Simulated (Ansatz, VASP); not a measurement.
Two plane-wave programs on AlW3C4

File INCAR:

```
ALGO     = Normal         # electronic algorithm
EDIFF    = 1E-6           # SCF threshold, eV
ENCUT    = 500            # plane-wave cutoff, eV
GGA      = CA             # functional
ISIF     = 2              # what is computed and relaxed
ISMEAR   = 0              # smearing method
LASPH    = T              # aspherical terms in the spheres
LCHARG   = F              # write CHGCAR
LREAL    = F              # projectors in reciprocal space
LWAVE    = F              # write WAVECAR
NBANDS   = 28             # bands
NELM     = 80             # most SCF steps
PREC     = Accurate       # precision mode
SIGMA    = 0.1            # smearing width, eV
```

KPOINTS

```
k-points
0
Gamma
  9 9 3
```

The input POSCAR:

```
AlW3C4
1.0
    2.8323640000      0.0000000000      0.0000000000
    0.0000000000      2.9474060000      0.0000000000
    0.0000000000      0.0000000000     10.1379520000
W Al C
3 1 4
Direct
    0.0000000000      0.5000000000      0.5016550000
    0.0000000000      0.0000000000      0.2513470000
    0.0000000000      0.5000000000      0.0018810000
    0.0000000000      0.0000000000      0.7388960000
    0.5000000000      0.0000000000      0.9255220000
    0.5000000000      0.5000000000      0.6616870000
    0.5000000000      0.0000000000      0.4176690000
    0.5000000000      0.5000000000      0.1680440000
```

The input input.yaml:

```yaml
crystal:
  lattice:
    - [2.832364, 0.0, 0.0]
    - [0.0, 2.947406, 0.0]
    - [0.0, 0.0, 10.137952]
  atoms:
    - { symbol: W, position: [0.0, 0.5, 0.501655] }
    - { symbol: W, position: [0.0, 0.0, 0.251347] }
    - { symbol: W, position: [0.0, 0.5, 0.001881] }
    - { symbol: Al, position: [0.0, 0.0, 0.738896] }
    - { symbol: C, position: [0.5, 0.0, 0.925522] }
    - { symbol: C, position: [0.5, 0.5, 0.661687] }
    - { symbol: C, position: [0.5, 0.0, 0.417669] }
    - { symbol: C, position: [0.5, 0.5, 0.168044] }
hamiltonian:
  xc: lda
  pseudopotentials: { kind: paw }
kpoints:
  mp_grid: { grid: [9, 9, 3] }
scf:
  occupations: { method: gaussian, width: 0.1 }
output:
  forces: true
  stress: true
  eigenvalues: true
  write_density: true
  write_potential: true
  elf: true
  volumetric_format: npy
```

The cell comes from a database or a generator and needn't be the stable form of this composition.

Alike in both runs: task single point; functional LDA; k mesh 9 × 9 × 3; occupations gaussian, width 0.1 eV; no spin polarisation.

|  | VASP | Ansatz |
| --- | --- | --- |
| version | VASP 6.6.1 | Ansatz 0.2.0 |
| potentials or method | VASP PAW LDA potentials, release 64 (W, Al, C) | Ansatz PAW |
| plane-wave cutoff (eV) | 500 | 420 |
| valence electrons in the cell | 37 | 61 |

Ansatz gave:

* gap on the k mesh at the Fermi level (eV): none
* pressure (GPa): -14.8
* largest component of the traceless stress (GPa): 1.98
* rms of the force components (eV/Å): 0.123

Which values does VASP return?

gap on the k mesh at the Fermi level (eV): none; pressure (GPa): -14.3; largest component of the traceless stress (GPa): 1.82; rms of the force components (eV/Å): 0.111.

Atom by atom the forces differ by 0.022 eV/Å (rms over components). A gap of «none» marks a metal or a gap that the smearing closes. The two sets of potentials don't hold the same shells in valence.

Caveats: the pressure holds a Pulay correction of +0.3 GPa for the finite cutoff (Ansatz); the PAW data sets come from PBE, with cores solved anew for the run's functional, which leaves a small shift of forces and pressure (Ansatz). The runs have no spin-orbit coupling, so splittings on W are missing.
